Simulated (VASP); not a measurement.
Here is the system:

```xyz
1
Lattice="0.0000 2.0067 2.0067 2.0067 0.0000 2.0067 2.0067 2.0067 0.0000" Properties=species:S:1:pos:R:3 pbc="T T T"
Au     0.0000     0.0000     0.0000
```

Computed with PBE GGA, VASP's PBE PAW potentials (set 64) (plane waves; VASP). Settings: 500 eV cut-off, 16×16×16 Γ-centred mesh, first-order Methfessel-Paxton smearing of 0.10 eV, potentials Au.

Energy and stress use the plane-wave basis of the starting cell.

Task: The ions, cell shape and volume at an external pressure of 30.0 GPa are relaxed. What does this cell relax into?

Result: 
```xyz
1
Lattice="0.0000 1.9827 1.9827 1.9827 0.0000 1.9827 1.9827 1.9827 0.0000" Properties=species:S:1:pos:R:3 pbc="T T T"
Au     0.0000     0.0000     0.0000
```
Space group Fm-3m (225), at a tolerance of 0.03 Å.

Task: How do energy and volume change from the first to the last step?

Result: The energy (σ→0) changes by +88.8 meV/atom and the volume by -3.6 %, in 4 ionic steps.

```csv
step,E(σ→0) (eV),max force (eV/Å),pressure (GPa),volume (Å³)
1,-3.1208,0.000,20.01,16.16
2,-2.5110,0.000,74.82,13.92
3,-3.0360,0.000,29.50,15.61
4,-3.0320,0.000,29.93,15.59
```

The compound is Au in the fcc structure. This run relaxes it under an external pressure of 30 GPa. Symmetry was kept, so distortions that lower it aren't found.
